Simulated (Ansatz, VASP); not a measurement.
# LiCl in two plane-wave programs

Wanted: the spread between two codes on one cell, functional and k mesh. The cell is taken from a series of runs on this material, whose earlier steps may have relaxed, scaled, displaced or heated it; both programs get it as it stands.

Program: Ansatz 0.2.0. Level of theory: plane waves, with VASP 6.6.1 beside it; single point at HF with an exact-exchange share of 1. Results are calculated unless marked as measured.

### Step 1. The structure

Symmetry: Fm-3m, No. 225, cubic system. The conventional cell has a = 5.143 Å, b = 5.143 Å, c = 5.143 Å, α = 90.00°, β = 90.00°, γ = 90.00°. Nearest to Li lie 6 Cl at 2.57 Å. Nearest to Cl lie 6 Li at 2.57 Å. Farther neighbours and most contacts between anions are not listed.

Structure file:

```cif
data_structure
_symmetry_space_group_name_H-M 'P 1'
_symmetry_Int_Tables_number 1
_cell_length_a 3.6367
_cell_length_b 3.6367
_cell_length_c 3.6367
_cell_angle_alpha 60.000
_cell_angle_beta 60.000
_cell_angle_gamma 60.000
_cell_volume 34.01
loop_
_atom_site_label
_atom_site_type_symbol
_atom_site_fract_x
_atom_site_fract_y
_atom_site_fract_z
_atom_site_occupancy
Li1 Li 0.00000 0.00000 0.00000 1
Cl2 Cl 0.50000 0.50000 0.50000 1
```

### Step 2. Ansatz: single point, HF with an exact-exchange share of 1

Ansatz runs on its PAW soft_1 files.

A single point gives forces, pressure and levels at one fixed geometry, so differences don't come from the geometry; what else differs is listed under the comparison.

Contents of input.yaml:

```yaml
crystal:
  lattice:
    - [0.0, 2.5715, 2.5715]
    - [2.5715, 0.0, 2.5715]
    - [2.5715, 2.5715, 0.0]
  atoms:
    - { symbol: Li, position: [0.0, 0.0, 0.0] }
    - { symbol: Cl, position: [0.5, 0.5, 0.5] }
kpoints:
  mp_grid: { grid: [4, 4, 4] }
  band_path:
    path:
      - [0.0, 0.0, 0.0]
      - [0.5, 0.0, 0.5]
      - [0.625, 0.25, 0.625]
      - [0.375, 0.375, 0.75]
      - [0.5, 0.5, 0.5]
      - [0.5, 0.25, 0.75]
      - [0.075, 0.075, 0.15]
    npoints: 1
hamiltonian:
  xc: hf
  pseudopotentials: { kind: paw, azcp: { folder: soft_1 } }
scf:
  occupations: { method: fixed }
  n_extra_bands: 4
output:
  eigenvalues: true
```

The run is started by

```sh
$ ansatz run input.yaml --threads 24 --pin off --max-ram 82944MiB --backend cuda --events-out ev --progress --plain --runs-dir out --devices 1 --max-vram 78GiB
```

Numbers of over 12 decimals in the logs are rounded to 6 here.

Log:

```text
scf.n_extra_bands = 4 over 5 filled bands (N_el = 10.0): the run solves 9 bands
GPUs: using 1 of 1 available (devices: 1).
Engine: ansatz 0.2.0, aarch64-unknown-linux-gnu
Pseudopotentials: kind: paw
Pseudopotential: Li, paw, valence charge 3, recommended cutoff 420 eV (normal), soft_1/Li.paw.azcp
Pseudopotential: Cl, paw, valence charge 7, recommended cutoff 420 eV (normal), soft_1/Cl.paw.azcp
Functional definition: HF
  exchange = exact_x
  correlation = 0
davidson cushion auto → on  (no smearing: the cushion is to keep the highest requested band from converging to the state above it; pin scf.eigensolver.cushion to override)
device memory: the entry about to start is reckoned to put 1.7 GiB on a device that reports 150.1 GiB free (of which the cap on the GPU budget leaves the run 78.0 GiB)
GPU FFT provider: cuFFT
GPU libraries: cuBLAS 13.8.1, cuFFT 12.4.0, cuSOLVER 12.3.2
GPU matrix products: emulated (plane waves: as basis.precision tells), large ones in fixed point in workspaces of 1.00 GiB
Crystal: 2 atoms, lattice volume = 34.009 Å³
Basis set: ecut = 420 eV, 645 PW (Γ)
Bands: 9, of which v1, the nominal top of the filled ones, is band 5 counted from 1 (4 counted from 0)
Symmetry: 48 space group operations
Space group: Fm-3m (ITA 225), of the structure as read, at distance tolerance 3.2e-5 Å
k-points: 8 of 64
Non-local potential: Li, projectors of the file, l = 0: 3, l = 1: 2, l = 2: 1
Non-local potential: Cl, projectors of the file, l = 0: 2, l = 1: 2, l = 2: 1
PAW form: soft (Blöchl's): semilocal exchange-correlation on the pseudo side does not see the compensation charge
PAW frozen core: Cl, regenerated for the run's functional, and the local potential with it (the file was generated under x = pbe(κ = 0.804, μ = 0.219515), c = pbe(β = 0.066725))
PAW one-centre angular grid: Li, 110 points (default); XC on 96 Gauss nodes
PAW one-centre angular grid: Cl, 110 points (default); XC on 64 Gauss nodes
Initial density: superposition of atomic densities (chi_scale 0.1, normalization cell, long waves kept (reshape's long-wave potential 0.00 eV rms))
Initial wavefunctions: pseudopotential atomic-orbital guess
GPU buffer pool allocated for 15625 grid points (all kernels)
GPU transforms: local potential and band sums: pruned to the plane-wave sphere, on 25×25×25
Functional: x = pbe(κ = 0.804, μ = 0.219515), c = none, warm-up for x = 0 pbe(κ = 0.804, μ = 0.219515) + 1 exact, c = none
SCF iter   1: F=—  HF=-1267.531239 eV  |F-HF|=—  |Δ(HF+E_count)|=         —  Δρ=2.89e-2  dr2=1.95e-1  ethr=1.00e-1  ⟨swp⟩=5.9  Hψ=276  notcnv=0
preconditioner: auto → none  [insulator: Δε(μ)=6.124 eV  Ē_g=13.915 eV  n_scr=8 (ndim 8)  ℏωp=18.0 eV  f_vac=0.000]
SCF iter   2: F=—  HF=-1267.521950 eV  |F-HF|=—  |Δ(HF+E_count)|=   9.29e-3  Δρ=1.37e-2  dr2=4.32e-2  ethr=1.95e-3  ⟨swp⟩=3.9  Hψ=214  notcnv=0
iter 3 solved again at ethr=2.99e-5 eV; its pass at ethr=4.32e-4 eV (dr2=2.99e-3 eV) is discarded
SCF iter   3: F=-1267.522173 eV  HF=-1267.524292 eV  |F-HF|=2.12e-3  |Δ(HF+E_count)|=   2.34e-3  Δρ=2.90e-3  dr2=3.02e-3  ethr=2.99e-5  ⟨swp⟩=2.4  Hψ=392  notcnv=0  defer=1
SCF 1 stopped early in 3 iterations: F = -1267.522173 eV  dr2 = 3.02e-3
  greatest PAW one-centre occupation: 1.000 electrons in one spin orbital (limit 2), on the Li atom at site 0 (counted from 0), in its partial waves of l = 0
device memory: the entry about to start is reckoned to put 2.0 GiB on a device that reports 150.1 GiB free (of which the cap on the GPU budget leaves the run 78.0 GiB)
GPU FFT provider: cuFFT
GPU libraries: cuBLAS 13.8.1, cuFFT 12.4.0, cuSOLVER 12.3.2
GPU matrix products: emulated (plane waves: as basis.precision tells), large ones in fixed point in workspaces of 1.00 GiB
Initial density: handed on by an earlier stage of this run
Initial wavefunctions: those handed on with the density
GPU buffer pool allocated for 15625 grid points (all kernels)
GPU transforms: local potential and band sums: pruned to the plane-wave sphere, on 25×25×25
Functional: x = 0 pbe(κ = 0.804, μ = 0.219515) + 1 exact, c = none
Exchange kernel: α = 1.0000, full range, Wigner–Seitz truncation, v(0) = 5822.2633 eV·Å³, q-mesh 4×4×4, nearest image of the exchange supercell L = 14.55 Å, pair-density grid 15×15×15, without the augmentation charges, whose exchange is taken in its separable form by FFT convolution over the k-point mesh (sized by the pseudopotential files, 20×20×20 at the most), smooth part of the exact exchange by density-matrix convolution in up to 560.4 MiB of GPU memory as planned if the GPU has room (build and FFT work areas not counted)
Frozen-core exchange: fock
SCF iter   1: F=—  HF=-1272.090058 eV  |F-HF|=—  |Δ(HF+E_count)|=         —  Δρ=1.15e-2  dr2=2.44e-2  ethr=3.02e-4  ⟨swp⟩=4.8  Hψ=303  notcnv=0
preconditioner: auto → none  [insulator: Δε(μ)=14.815 eV  Ē_g=20.776 eV  n_scr=8 (ndim 8)  ℏωp=15.6 eV  f_vac=0.000]
SCF iter   2: F=—  HF=-1272.075246 eV  |F-HF|=—  |Δ(HF+E_count)|=   1.48e-2  Δρ=4.23e-3  dr2=1.97e-2  ethr=2.22e-4  ⟨swp⟩=2.0  Hψ=176  notcnv=0
SCF iter   3: F=—  HF=-1272.127369 eV  |F-HF|=—  |Δ(HF+E_count)|=   5.21e-2  Δρ=2.43e-3  dr2=3.61e-3  ethr=2.97e-5  ⟨swp⟩=4.0  Hψ=259  notcnv=0
SCF iter   4: F=—  HF=-1272.130396 eV  |F-HF|=—  |Δ(HF+E_count)|=   3.03e-3  Δρ=1.08e-3  dr2=5.98e-4  ethr=1.60e-5  ⟨swp⟩=3.0  Hψ=209  notcnv=0
SCF iter   5: F=—  HF=-1272.130281 eV  |F-HF|=—  |Δ(HF+E_count)|=   1.15e-4  Δρ=3.25e-4  dr2=9.69e-5  ethr=4.48e-6  ⟨swp⟩=3.1  Hψ=236  notcnv=0
SCF iter   6: F=-1272.130282 eV  HF=-1272.130296 eV  |F-HF|=1.46e-5  |Δ(HF+E_count)|=   1.52e-5  Δρ=1.92e-4  dr2=1.82e-5  ethr=4.63e-7  ⟨swp⟩=2.9  Hψ=189  notcnv=0
SCF 2 stopped early in 6 iterations: F = -1272.130282 eV  dr2 = 1.82e-5
  greatest PAW one-centre occupation: 0.999 electrons in one spin orbital (limit 2), on the Li atom at site 0 (counted from 0), in its partial waves of l = 0
hybrid outer 1: dexx = +8.282e-2 eV, tail = 7.50e-4 eV
GPU FFT provider: cuFFT
GPU libraries: cuBLAS 13.8.1, cuFFT 12.4.0, cuSOLVER 12.3.2
GPU matrix products: emulated (plane waves: as basis.precision tells), large ones in fixed point in workspaces of 1.00 GiB
GPU buffer pool allocated for 15625 grid points (all kernels)
GPU transforms: local potential and band sums: pruned to the plane-wave sphere, on 25×25×25
Exchange kernel: α = 1.0000, full range, Wigner–Seitz truncation, v(0) = 5822.2633 eV·Å³, q-mesh 4×4×4, nearest image of the exchange supercell L = 14.55 Å, pair-density grid 15×15×15, without the augmentation charges, whose exchange is taken in its separable form by FFT convolution over the k-point mesh (sized by the pseudopotential files, 20×20×20 at the most), smooth part of the exact exchange by density-matrix convolution in up to 560.4 MiB of GPU memory as planned if the GPU has room (build and FFT work areas not counted)
Frozen-core exchange: fock
SCF iter   1: F=—  HF=-1272.132489 eV  |F-HF|=—  |Δ(HF+E_count)|=         —  Δρ=2.54e-4  dr2=8.00e-6  ethr=3.75e-5  ⟨swp⟩=2.4  Hψ=179  notcnv=0
preconditioner: auto → none  [insulator: Δε(μ)=15.189 eV  Ē_g=20.925 eV  n_scr=8 (ndim 8)  ℏωp=15.6 eV  f_vac=0.000]
SCF iter   2: F=—  HF=-1272.132517 eV  |F-HF|=—  |Δ(HF+E_count)|=   2.85e-5  Δρ=1.58e-4  dr2=3.82e-6  ethr=4.68e-8  ⟨swp⟩=4.0  Hψ=262  notcnv=0
iter 3 solved again at ethr=7.17e-10 eV; its pass at ethr=3.07e-8 eV (dr2=7.17e-8 eV) is discarded
SCF iter   3: F=—  HF=-1272.132517 eV  |F-HF|=—  |Δ(HF+E_count)|=   5.17e-7  Δρ=1.64e-5  dr2=2.48e-7  ethr=7.17e-10  ⟨swp⟩=2.2  Hψ=389  notcnv=0
SCF iter   4: F=—  HF=-1272.132517 eV  |F-HF|=—  |Δ(HF+E_count)|=   1.92e-7  Δρ=1.16e-5  dr2=1.00e-7  ethr=7.17e-10  ⟨swp⟩=3.1  Hψ=218  notcnv=0
SCF iter   5: F=-1272.132517 eV  HF=-1272.132517 eV  |F-HF|=2.65e-9  |Δ(HF+E_count)|=   3.63e-8  Δρ=2.47e-6  dr2=4.91e-9  ethr=6.95e-10  ⟨swp⟩=3.0  Hψ=216  notcnv=0
SCF 3 converged in 5 iterations: F = -1272.132517 eV  dr2 = 4.91e-9
hybrid outer 2: dexx = +3.285e-5 eV, tail = 3.52e-6 eV, Δε = 1.15e-2 eV (about 9.00e-4 eV left of the loop's levels)
GPU FFT provider: cuFFT
GPU libraries: cuBLAS 13.8.1, cuFFT 12.4.0, cuSOLVER 12.3.2
GPU matrix products: emulated (plane waves: as basis.precision tells), large ones in fixed point in workspaces of 1.00 GiB
GPU buffer pool allocated for 15625 grid points (all kernels)
GPU transforms: local potential and band sums: pruned to the plane-wave sphere, on 25×25×25
Exchange kernel: α = 1.0000, full range, Wigner–Seitz truncation, v(0) = 5822.2633 eV·Å³, q-mesh 4×4×4, nearest image of the exchange supercell L = 14.55 Å, pair-density grid 15×15×15, without the augmentation charges, whose exchange is taken in its separable form by FFT convolution over the k-point mesh (sized by the pseudopotential files, 20×20×20 at the most), smooth part of the exact exchange by density-matrix convolution in up to 560.4 MiB of GPU memory as planned if the GPU has room (build and FFT work areas not counted)
Frozen-core exchange: fock
SCF iter   1: F=—  HF=-1272.132529 eV  |F-HF|=—  |Δ(HF+E_count)|=         —  Δρ=2.63e-5  dr2=8.48e-8  ethr=1.76e-7  ⟨swp⟩=3.0  Hψ=184  notcnv=0
preconditioner: auto → none  [insulator: Δε(μ)=15.186 eV  Ē_g=20.924 eV  n_scr=8 (ndim 8)  ℏωp=15.6 eV  f_vac=0.000]
SCF iter   2: F=-1272.132529 eV  HF=-1272.132529 eV  |F-HF|=3.14e-8  |Δ(HF+E_count)|=   9.19e-8  Δρ=1.52e-5  dr2=2.48e-8  ethr=6.70e-10  ⟨swp⟩=3.5  Hψ=230  notcnv=0
SCF 4 converged in 2 iterations: F = -1272.132529 eV  dr2 = 2.48e-8
hybrid outer 3: dexx = +2.025e-7 eV, tail = 9.65e-8 eV, Δε = 1.43e-3 eV (about 3.23e-4 eV left of the loop's levels)
device memory: the entry about to start is reckoned to put 0.3 GiB on a device that reports 150.1 GiB free (of which the cap on the GPU budget leaves the run 78.0 GiB)
NSCF: frozen V_eff on 7 k-points
hybrid SCF converged: 3 outer / 13 inner (+3 warm-up), last move |dexx| = 2.02e-7 eV, tail = 9.65e-8 eV
Stability not checked: this state was not tested for a lower state beside it, because the functional holds exact exchange (a hybrid, or Hartree-Fock), whose exchange loop this test does not read (fock_operator; see scf.lower_state_search)
Free energy (F): -1272.132529 eV
Frozen-core exchange: fock
Harris-Foulkes:  -1272.132530 eV  (|F-HF|=3.14e-8)
Internal energy: -1272.132529 eV  (E = F + TS)
E sigma→0 (E₀):  -1272.132529 eV
Fermi energy:    -2.645381 eV
--- Per-component energies (eV) ---
  E_band       = -181.527684
  E_kinetic    = 169.995980
  E_local      = -328.742478  (includes V_loc(G=0)·N_el)
  E_nonlocal   = 11.153035
  E_hartree    = 96.976904
  E_xc         = 0.000000
  E_vxc        = 0.000000  (∫ρ·V_xc dr)
  E_exx        = -124.639971  (= α·E_x^exact, valence–valence)
  E_paw        = -660.185370  (= ΣΔE_a)
  E_vpaw       = 21.391797  (= ΣTr[D̂ρ^β])
  E_aug_tail   = 0.000366  (compensation charges beyond the density's cutoff)
  E_ewald      = -436.344230
  E_core_change = -0.346764  (= ΣΔE_core)
  E_smearing   = -0.000000  (= −TS)
  E_closure    = -0.000000  (closes the sum)
  Σ components = -1272.132529   (vs F -1272.132529, Δ=0.00e0)
--- Band table (eV; the first three rows and the last of 8) ---
  k-point 0: bands = ["-57.6866", "-21.0333", "-2.6454", "-2.6454", "-2.6454", "12.5410", "18.6043", "18.6043", "18.6043"]
  k-point 1: bands = ["-57.6850", "-20.6758", "-4.6417", "-2.8288", "-2.8288", "13.4931", "17.4336", "17.4336", "17.7257"]
  k-point 2: bands = ["-57.6833", "-20.2729", "-6.3176", "-3.0029", "-3.0029", "12.8664", "16.0785", "16.0785", "20.4136"]
  k-point 7: bands = ["-57.6813", "-19.9660", "-5.3321", "-5.3321", "-4.0064", "16.1348", "16.9324", "17.0732", "17.0732"]
```

[end of part 1 of 2]

[Lines on the potential files, build, host, timing and source positions are cut from VASP's logs without a mark.]

[Logs are printed without paths, hosts, clocks, repeated set-up lines and the standing remarks that a program may print on its own settings, such as how far it seeks lower states.]

[Hosts, paths, dates, database ids (printed as entryN), source tags and the programs' standing remarks are cut or masked in the printed files.]
